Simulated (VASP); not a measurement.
Given:

```yaml
crystal:
  lattice:
    - [0.00000, 2.42068, 2.42068]
    - [2.42068, 0.00000, 2.42068]
    - [2.42068, 2.42068, 0.00000]
  atoms:
    - { symbol: Li, position: [0.00000, 0.00000, 0.00000] }
    - { symbol: Br, position: [0.50000, 0.50000, 0.50000] }
```

Method: PBEsol GGA, VASP's PBE PAW potentials (set 64) (plane waves; VASP). Settings: 620 eV cut-off, 9×9×9 Γ-centred mesh, Gaussian smearing of 0.050 eV, potentials Li_sv Br.

Estimate the energy per atom (σ→0), pressure.

| Quantity | Result |
|---|---|
| energy per atom (σ→0) | -3.205 eV/atom |
| pressure | 200.8 kbar |

The absolute energy has meaning only against runs of the same code, potentials and settings.

The compound is LiBr in the rock salt structure. It was relaxed first under an external pressure of 20 GPa.
